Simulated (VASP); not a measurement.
A convergence study with VASP on CuCl (zinc blende): one setting is varied, all else stays as given below, so the limit is that of these other settings.

```
CELL_PARAMETERS angstrom
      0.00000     2.70500     2.70500
      2.70500     0.00000     2.70500
      2.70500     2.70500     0.00000
ATOMIC_POSITIONS crystal
  Cu 0.00000 0.00000 0.00000
  Cl 0.25000 0.25000 0.25000
```

Method: PBE GGA, VASP's PBE PAW potentials (set 64) (plane waves; VASP). The tightest run used: 550 eV cut-off, 17×17×17 Γ-centred mesh, tetrahedra with Blöchl corrections, potentials Cu Cl.

Gaps are read on the run's mesh, which can miss a band edge.

Question: The settings run are 3×3×3 mesh; 4×4×4 mesh; 5×5×5 mesh; 6×6×6 mesh; 7×7×7 mesh; 8×8×8 mesh; 9×9×9 mesh; 10×10×10 mesh; 11×11×11 mesh; 12×12×12 mesh; 13×13×13 mesh; 14×14×14 mesh; 15×15×15 mesh; 16×16×16 mesh; 17×17×17 mesh. From which on does the energy per atom stay within 0.002 eV/atom of the tightest run?

Answer: From 5×5×5 mesh on: it is off by 0.0016 there and by no more than 0.002 in any finer run, while 4×4×4 mesh is off by 0.0069.
```json
[
 {"setting": "3×3×3 mesh", "E (eV/atom)": "-3.1342", "pressure (GPa)": "1.14", "gap on the mesh (eV)": "0.538", "irreducible k-points": "4", "difference judged (eV/atom)": "0.0370"},
 {"setting": "4×4×4 mesh", "E (eV/atom)": "-3.1643", "pressure (GPa)": "0.64", "gap on the mesh (eV)": "0.540", "irreducible k-points": "8", "difference judged (eV/atom)": "0.0069"},
 {"setting": "5×5×5 mesh", "E (eV/atom)": "-3.1696", "pressure (GPa)": "0.54", "gap on the mesh (eV)": "0.544", "irreducible k-points": "10", "difference judged (eV/atom)": "0.0016"},
 {"setting": "6×6×6 mesh", "E (eV/atom)": "-3.1707", "pressure (GPa)": "0.53", "gap on the mesh (eV)": "0.545", "irreducible k-points": "16", "difference judged (eV/atom)": "0.0005"},
 {"setting": "7×7×7 mesh", "E (eV/atom)": "-3.1710", "pressure (GPa)": "0.53", "gap on the mesh (eV)": "0.546", "irreducible k-points": "20", "difference judged (eV/atom)": "0.0002"},
 {"setting": "8×8×8 mesh", "E (eV/atom)": "-3.1711", "pressure (GPa)": "0.53", "gap on the mesh (eV)": "0.546", "irreducible k-points": "29", "difference judged (eV/atom)": "0.0001"},
 {"setting": "9×9×9 mesh", "E (eV/atom)": "-3.1712", "pressure (GPa)": "0.52", "gap on the mesh (eV)": "0.547", "irreducible k-points": "35", "difference judged (eV/atom)": "0.0000"},
 {"setting": "10×10×10 mesh", "E (eV/atom)": "-3.1712", "pressure (GPa)": "0.53", "gap on the mesh (eV)": "0.547", "irreducible k-points": "47", "difference judged (eV/atom)": "0.0000"},
 {"setting": "11×11×11 mesh", "E (eV/atom)": "-3.1712", "pressure (GPa)": "0.53", "gap on the mesh (eV)": "0.547", "irreducible k-points": "56", "difference judged (eV/atom)": "0.0000"},
 {"setting": "12×12×12 mesh", "E (eV/atom)": "-3.1712", "pressure (GPa)": "0.53", "gap on the mesh (eV)": "0.547", "irreducible k-points": "72", "difference judged (eV/atom)": "0.0000"},
 {"setting": "13×13×13 mesh", "E (eV/atom)": "-3.1712", "pressure (GPa)": "0.53", "gap on the mesh (eV)": "0.547", "irreducible k-points": "84", "difference judged (eV/atom)": "0.0000"},
 {"setting": "14×14×14 mesh", "E (eV/atom)": "-3.1712", "pressure (GPa)": "0.53", "gap on the mesh (eV)": "0.547", "irreducible k-points": "104", "difference judged (eV/atom)": "0.0000"},
 {"setting": "15×15×15 mesh", "E (eV/atom)": "-3.1712", "pressure (GPa)": "0.53", "gap on the mesh (eV)": "0.547", "irreducible k-points": "120", "difference judged (eV/atom)": "0.0000"},
 {"setting": "16×16×16 mesh", "E (eV/atom)": "-3.1712", "pressure (GPa)": "0.53", "gap on the mesh (eV)": "0.547", "irreducible k-points": "145", "difference judged (eV/atom)": "0.0000"},
 {"setting": "17×17×17 mesh", "E (eV/atom)": "-3.1712", "pressure (GPa)": "0.53", "gap on the mesh (eV)": "0.547", "irreducible k-points": "165", "difference judged (eV/atom)": "0.0000"}
]
```

Left out are rungs that failed or repeat a setting and relaxations that didn't move; long series are thinned to 24 rows.

The compound is CuCl in the zinc blende structure. The cell was not relaxed at this level.
